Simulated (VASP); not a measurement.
Input:

```xyz
2
Lattice="3.0879 0.0000 0.0000 -1.5439 2.6742 0.0000 0.0000 0.0000 4.8155" Properties=species:S:1:pos:R:3 pbc="T T T"
Hf     1.5439     0.8914     2.4077
Ti     0.0000     1.7828     0.0000
```

The numbers are results of r2SCAN meta-GGA, VASP's PBE PAW potentials (set 64) (plane waves; VASP 6.6.1), not measurements. Run with 400 eV cut-off, 15×15×9 Γ-centred mesh, tetrahedra with Blöchl corrections, potentials Hf_pv Ti_sv.

Q: Give the energies of bands 8 to 14 at the high-symmetry points, in eV from the Fermi level.

A: 
```csv
band,Γ,M,K,A,L,H
8,-7.29,-3.34,-1.97,-5.86,-3.28,-1.66
9,-3.31,-2.31,-1.88,-4.46,-3.06,-1.51
10,0.65,-2.14,-1.66,0.01,-0.91,-1.27
11,0.85,-0.95,-1.51,0.33,-0.85,-1.26
12,0.85,0.60,0.32,0.71,0.83,-0.38
13,1.24,0.82,0.36,0.71,1.55,-0.26
14,1.78,1.50,1.92,0.98,1.56,2.13
```

It has no gap at this level: it comes out as a metal or semimetal.

The structure comes from a computed database's HfTi entry (P-6m2); how it stands against other phases isn't given here. It was relaxed first.
